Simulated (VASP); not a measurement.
Energy against volume of BP (zinc blende). Calculation: optB88-vdW, VASP's PBE PAW potentials (set 64) (plane waves; VASP). Run with 520 eV cut-off, 10×10×10 Γ-centred mesh, Gaussian smearing of 0.050 eV, potentials B P.

```
V (Å³/atom)  E (eV/atom)
-----------  -----------
11.086          -5.39232
11.440          -5.41036
11.794          -5.41608
12.148          -5.41115
```

### Question
Fit these four points and predict the energy of the run at 12.501 Å³/atom.

### Answer
A cubic in V^(−2/3), the third-order Birch-Murnaghan form, passes through the four points with V0 = 11.80 Å³/atom and B0 = 160 GPa, and gives -5.3970 eV/atom there. The run gave -5.3970 eV/atom, +0.0 meV/atom from the fit; all five points give B0 = 160 GPa.

The compound is BP in the zinc blende structure. It was relaxed first.
